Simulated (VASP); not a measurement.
Given:

```yaml
crystal:
  lattice:
    - [2.05974, -3.56757, 0.00000]
    - [2.05974, 3.56757, 0.00000]
    - [0.00000, 0.00000, 6.69054]
  atoms:
    - { symbol: Cd, position: [0.66667, 0.33333, 0.50000] }
    - { symbol: Cd, position: [0.33333, 0.66667, 0.00000] }
    - { symbol: S, position: [0.66667, 0.33333, 0.87700] }
    - { symbol: S, position: [0.33333, 0.66667, 0.37700] }
```

Level of theory: PW91 GGA, VASP's PBE PAW potentials (set 64) (plane waves; VASP). Run with 520 eV cut-off, 6×6×4 Γ-centred mesh, Gaussian smearing of 0.050 eV, potentials Cd S.

### Question
Give the stress tensor in GPa (positive for a compressed cell).

### Answer

```
3.79  0.00  0.00
0.00  3.79  0.00
0.00  0.00  3.87
```
The pressure is its mean diagonal, 3.82 GPa.

The compound is CdS in the wurtzite structure. This cell is one point of a volume scan, at 0.94 of the reference volume.
